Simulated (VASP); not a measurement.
Output of a VASP run:

File OSZICAR:
```
       N       E                     dE             d eps       ncg     rms          rms(c)
DAV:   1     0.111583343749E+03    0.11158E+03   -0.83217E+03  1232   0.148E+03
DAV:   2    -0.174898472619E+00   -0.11176E+03   -0.10859E+03  1297   0.322E+02
DAV:   3    -0.745002173709E+01   -0.72751E+01   -0.72274E+01  1602   0.869E+01
DAV:   4    -0.762670831180E+01   -0.17669E+00   -0.17659E+00  1418   0.149E+01
DAV:   5    -0.763419413979E+01   -0.74858E-02   -0.74856E-02  1779   0.269E+00    0.565E+00
DAV:   6    -0.734541396066E+01    0.28878E+00   -0.45589E-01  1771   0.145E+01    0.316E+00
DAV:   7    -0.730777112174E+01    0.37643E-01   -0.19254E-01  1715   0.494E+00    0.760E-01
DAV:   8    -0.730815226807E+01   -0.38115E-03   -0.19686E-02  1529   0.216E+00    0.325E-01
DAV:   9    -0.730868725428E+01   -0.53499E-03   -0.13787E-03  1511   0.416E-01    0.184E-01
DAV:  10    -0.730884819030E+01   -0.16094E-03   -0.27123E-04  1673   0.327E-01    0.891E-02
DAV:  11    -0.730889322709E+01   -0.45037E-04   -0.13015E-04  1328   0.197E-01    0.463E-02
DAV:  12    -0.730889174992E+01    0.14772E-05   -0.11497E-05  1515   0.490E-02    0.682E-03
DAV:  13    -0.730889186741E+01   -0.11750E-06   -0.35685E-06  1422   0.118E-02    0.284E-03
DAV:  14    -0.730889171448E+01    0.15293E-06   -0.16505E-07  1220   0.393E-03    0.169E-03
DAV:  15    -0.730889185032E+01   -0.13584E-06   -0.21116E-08   711   0.169E-03    0.659E-04
DAV:  16    -0.730889187755E+01   -0.27226E-07   -0.48744E-09   661   0.767E-04
   1 F= -.27441041E+01 E0= -.27441147E+01  d E =-.274410E+01
```

**OUTCAR**
```
------------------------ aborting loop because EDIFF is reached ----------------------------------------
  FORCE on cell =-STRESS in cart. coord.  units (eV):
  Direction    XX          YY          ZZ          XY          YZ          ZX
  --------------------------------------------------------------------------------------
  Total        4.5706363      4.5706363      4.5706363     -0.0000000      0.0000000     -0.0000000
  in kB      150.1921851    150.1921851    150.1921851     -0.0000000      0.0000000     -0.0000000
  external PRESSURE =       0.1921851 kB  Pullay stress =     150.0000000 kB
  volume of cell :       48.76
      direct lattice vectors                 reciprocal lattice vectors
     0.000000000  2.899590305  2.899590305    -0.172438154  0.172438154  0.172438154
     2.899590305  0.000000000  2.899590305     0.172438154 -0.172438154  0.172438154
     2.899590305  2.899590305  0.000000000     0.172438154  0.172438154 -0.172438154
  FREE ENERGIE OF THE ION-ELECTRON SYSTEM (eV)
  ---------------------------------------------------
  free  energy   TOTEN  =        -7.3088918775 eV

  energy  without entropy=       -7.3089236437  energy(sigma->0) =       -7.30890247
  enthalpy is  TOTEN    =        -2.7441041220 eV   P V=        4.5647877555

 reached required accuracy - stopping structural energy minimisation
```
(Selected blocks of OUTCAR.)

POSCAR:
```
InAs
1
    0.0000000000     2.8995903052     2.8995903052
    2.8995903052     0.0000000000     2.8995903052
    2.8995903052     2.8995903052     0.0000000000
In As
1 1
Direct
  0.0000000000   0.0000000000   0.0000000000
  0.2500000000   0.2500000000   0.2500000000
```

### Question
Write an INCAR and KPOINTS that could have produced this output.

### Answer
This is not unique; one that fits is the input of the run itself, PBE GGA, plane waves, VASP's PBE PAW potentials (set 64).

**KPOINTS**
```
Automatic mesh
0
Gamma
10 10 10
0 0 0
```

INCAR:
```
# general
SYSTEM =InAs
PREC   =Accurate
ENCUT  =480   # plane-wave cut-off (eV)
LREAL  =.False.
LASPH  =.True.   # aspherical one-centre terms

# electronic loop
EDIFF  =1E-7   # SCF stop (eV)
NELM   =100
ALGO   =Normal   # blocked Davidson
LMAXMIX=4

# smearing
ISMEAR =1   # Methfessel-Paxton
SIGMA  =0.1

# functional
GGA    =PE

# ions
IBRION =2   # conjugate gradients
NSW    =40   # most ionic steps
ISIF   =3   # ions, shape and volume
EDIFFG =-0.01   # ionic stop
PSTRESS=150   # kbar

# output
LWAVE  =.False.
LCHARG =.False.
```

POTCAR, in this order: In_d As (PBE.64 set). Program: vasp_std.

The compound is InAs in the zinc blende structure. It was relaxed first under an external pressure of 15 GPa.
